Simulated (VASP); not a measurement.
An input for Ansatz (written as the equivalent of a VASP run, and not itself run):

Ansatz 0.2 input:
```yaml
crystal:
  lattice:
    - [0.0000000, 2.7186712, 2.7186712]
    - [2.7186712, 0.0000000, 2.7186712]
    - [2.7186712, 2.7186712, 0.0000000]
  atoms:
    - { symbol: Sr, position: [0.0000000, 0.0000000, 0.0000000] }
kpoints:
  mp_grid: { grid: [8, 8, 8] }
hamiltonian:
  xc: pbesol
  pseudopotentials: { kind: paw }
scf:
  occupations: { method: gaussian, width: 0.05 }
  max_iter: 100
relax:
  max_steps: 40
  f_tol: 0.02
  cell: { p_target: 10 }
output: { forces: true, stress: true, eigenvalues: true }
```

Question: Write the VASP files for the same calculation (PBEsol).

Answer: This is not unique; one that fits is 
POSCAR:
```
Sr
1
    0.0000000000     2.7186711752     2.7186711752
    2.7186711752     0.0000000000     2.7186711752
    2.7186711752     2.7186711752     0.0000000000
Sr
1
Direct
  0.0000000000   0.0000000000   0.0000000000
```

### KPOINTS
```
Automatic mesh
0
gamma
8 8 8
```

INCAR:
```
SYSTEM = Sr
PREC = Accurate
ENCUT = 500
EDIFF = 1E-6
NELM = 100
ALGO = Normal
LREAL = .FALSE.
LASPH = .TRUE.
ISMEAR = 0
SIGMA = 0.05
GGA = PS
LMAXMIX = 4
LWAVE = .FALSE.
LCHARG = .FALSE.
IBRION = 2
ISIF = 3
NSW = 40
EDIFFG = -0.02
PSTRESS = 100
```

POTCAR, in this order: Sr_sv (PBE.64 set). Program: vasp_std.

The two are equivalent in intent, not identical: each code has its own PAW files, so the cut-off isn't converted (ENCUT is set for VASP's; basis.ecutwfc is left out, and Ansatz then takes the one that its files recommend); Ansatz stops its SCF on the density residual and VASP on the energy change (EDIFF).

The compound is Sr in the fcc structure. This run relaxes it under an external pressure of 10 GPa. Symmetry was kept, so distortions that lower it aren't found.
